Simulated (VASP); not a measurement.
Output of a VASP run:

OUTCAR:
```
 ion  position               nearest neighbor table
   1  0.000  0.000  0.000-   2 2.50   2 2.50   2 2.50   2 2.50
   2  0.250  0.250  0.250-   1 2.50   1 2.50   1 2.50   1 2.50
  LATTYP: Found a face centered cubic cell.
 ALAT       =     5.7730693814
 Subroutine PRICEL returns:
 Original cell was already a primitive cell.
 Subroutine GETGRP returns: Found 24 space group operations
The static configuration has the point symmetry T_d .
The dynamic configuration has the point symmetry T_d .
 Subroutine INISYM returns: Found 24 space group operations
 Subroutine IBZKPT returns following result:
 Found     16 irreducible k-points:

 Following reciprocal coordinates:
            Coordinates               Weight
  0.000000  0.000000  0.000000      1.000000
  0.166667  0.000000  0.000000      8.000000
  0.333333  0.000000  0.000000      8.000000
  0.500000  0.000000  0.000000      4.000000
  0.166667  0.166667  0.000000      6.000000
  0.333333  0.166667  0.000000     24.000000
  0.500000  0.166667  0.000000     24.000000
 -0.333333  0.166667  0.000000     24.000000
 -0.166667  0.166667  0.000000     12.000000
  0.333333  0.333333  0.000000      6.000000
  0.500000  0.333333  0.000000     24.000000
 -0.333333  0.333333  0.000000     12.000000
  0.500000  0.500000  0.000000      3.000000
  0.500000  0.333333  0.166667     24.000000
 -0.333333  0.333333  0.166667     24.000000
 -0.333333  0.500000  0.166667     12.000000
 Subroutine IBZKPT_HF returns following result:
   k-points           NKPTS =     16   k-points in BZ     NKDIM =    216   number of bands    NBANDS=     13
   number of dos      NEDOS =    301   number of ions     NIONS =      2
   total plane-waves  NPLWV =  27000
   dimension x,y,z NGX =    30 NGY =   30 NGZ =   30
   dimension x,y,z NGXF=    60 NGYF=   60 NGZF=   60
   ions per type =               1   1
   PREC   = accura    normal or accurate (medium, high low for compatibility)
   ISTART =      1    job   : 0-new  1-cont  2-samecut
   ICHARG =      0    charge: 1-file 2-atom 10-const
   ISPIN  =      1    spin polarized calculation?
   LNONCOLLINEAR =      F non collinear calculations
   LSORBIT =      F    spin-orbit coupling
   INIWAV =      1    electr: 0-lowe 1-rand  2-diag
   ENCUT  =  520.0 eV  38.22 Ry    6.18 a.u.   7.59  7.59  7.59*2*pi/ulx,y,z
   NELM   =     60;   NELMIN=  2; NELMDL=  0     # of ELM steps
   EDIFF  = 0.1E-05   stopping-criterion for ELM
   LREAL  =      F    real-space projection
   NLSPLINE    = F    spline interpolate recip. space projectors
   LMAXMIX     =    4 max onsite mixed and CHGCAR
   VOSKOWN=      0    Vosko Wilk Nusair interpolation
   EDIFFG = 0.1E-04   stopping-criterion for IOM
   NSW    =      0    number of steps for IOM
   NBLOCK =      1;   KBLOCK =      1    inner block; outer block
   IBRION =     -1    ionic relax: 0-MD 1-quasi-New 2-CG
   NFREE  =      0    steps in history (QN), initial steepest desc. (CG)
   ISIF   =      2    stress and relaxation
   ISYM   =      3    0-nonsym 1-usesym 2-fastsym
   TEIN   =    0.0    initial temperature
   TEBEG  =    0.0;   TEEND  =   0.0 temperature during run
   SMASS  =  -3.00    Nose mass-parameter (am)
   PSTRESS=    0.0 pullay stress
   NELECT =      18.0000    total number of electrons
   EFERMI =   0.00;   METHOD = LEGACY
   ISMEAR =     0;   SIGMA  =   0.05  broadening in eV -4-tet -1-fermi 0-gaus
   IALGO  =     38    algorithm
   LDIAG  =      T    sub-space diagonalisation (order eigenvalues)
   IMIX   =      1    mixing-type and parameters
     AMIX     =   0.40;   BMIX     =  1.00
     AMIX_MAG =   1.60;   BMIX_MAG =  1.00
     AMIN     =   0.10
   GGA     = PS    functional components
   VOSKOWN =     0    Vosko Wilk Nusair interpolation
   LHFCALC =     T    Hartree Fock is set to
   NKREDX  =     1    reduce k-point grid by
   AEXX    =    0.2500 exact exchange contribution
   HFSCREEN=    0.2000 screening length (either q_TF or 0.3 A-1)
   HFRCUT  =    0.0000 spherical cutoff for potential kernel
...
```

File OSZICAR:
```
       N       E                     dE             d eps       ncg     rms          rms(c)
DAV:   1    -0.105076079932E+02   -0.10508E+02   -0.33219E-01   571   0.678E+00    0.425E+00
DAV:   2    -0.105113499786E+02   -0.37420E-02   -0.21228E-02   549   0.142E+00    0.342E+00
DAV:   3    -0.105112389683E+02    0.11101E-03   -0.16638E-03   529   0.483E-01    0.227E+00
DAV:   4    -0.105112310519E+02    0.79164E-05   -0.20283E-04   501   0.124E-01    0.142E+00
DAV:   5    -0.105112117028E+02    0.19349E-04   -0.16329E-05   633   0.403E-02    0.884E-01
DAV:   6    -0.105112042467E+02    0.74561E-05   -0.45143E-06   552   0.232E-02    0.532E-01
DAV:   7    -0.105112027719E+02    0.14748E-05   -0.15727E-06   374   0.141E-02    0.320E-01
DAV:   8    -0.105112023208E+02    0.45114E-06   -0.50964E-07   263   0.878E-03
   1 F= -.10511202E+02 E0= -.10511202E+02  d E =-.108859E-11
```

### OUTCAR
```
------------------------ aborting loop because EDIFF is reached ----------------------------------------
  FORCE on cell =-STRESS in cart. coord.  units (eV):
  Direction    XX          YY          ZZ          XY          YZ          ZX
  --------------------------------------------------------------------------------------
  Total        0.9073645      0.9073645      0.9073645      0.0000000      0.0000000      0.0000000
  in kB       30.2226126     30.2226126     30.2226126      0.0000000      0.0000000      0.0000000
  external PRESSURE =      30.2226126 kB  Pullay stress =       0.0000000 kB
  volume of cell :       48.10
      direct lattice vectors                 reciprocal lattice vectors
     0.000000000  2.886534691  2.886534691    -0.173218081  0.173218081  0.173218081
     2.886534691  0.000000000  2.886534691     0.173218081 -0.173218081  0.173218081
     2.886534691  2.886534691  0.000000000     0.173218081  0.173218081 -0.173218081
  FREE ENERGIE OF THE ION-ELECTRON SYSTEM (eV)
  ---------------------------------------------------
  free  energy   TOTEN  =       -10.5112023208 eV

  energy  without entropy=      -10.5112023208  energy(sigma->0) =      -10.51120232

  exchange ACFDT corr.  =         0.00000000  see jH, gK, PRB 81, 115126
```
(Selected blocks of OUTCAR.)

**POSCAR**
```
InP
1
    0.0000000000     2.8865346907     2.8865346907
    2.8865346907     0.0000000000     2.8865346907
    2.8865346907     2.8865346907     0.0000000000
In P
1 1
Direct
  0.0000000000   0.0000000000   0.0000000000
  0.2500000000   0.2500000000   0.2500000000
```

### Question
Reconstruct the remaining input files.

### Answer
Several could match; the one computed here: the input of the run itself, HSEsol screened hybrid, plane waves, VASP's PBE PAW potentials (set 64).

File KPOINTS:
```
Automatic mesh
0
Gamma
  6 6 6
0 0 0
```

INCAR:
```
SYSTEM = InP
PREC = Accurate
ENCUT = 520
EDIFF = 1E-6
NELM = 60
ALGO = Normal
LREAL = .FALSE.
LASPH = .TRUE.
ISMEAR = 0
SIGMA = 0.05
GGA = PS
HFSCREEN = 0.2
AEXX = 0.25
LHFCALC = .TRUE.
PRECFOCK = Fast
ISYM = 3
LMAXMIX = 4
LWAVE = .FALSE.
LCHARG = .FALSE.
ISIF = 2
```

POTCAR, in this order: In_d P (PBE.64 set). Program: vasp_std. Read from the step before: WAVECAR.

The compound is InP in the zinc blende structure. This cell is one point of a volume scan, at 0.91 of the reference volume. The cell's shape comes from a PBE relaxation.
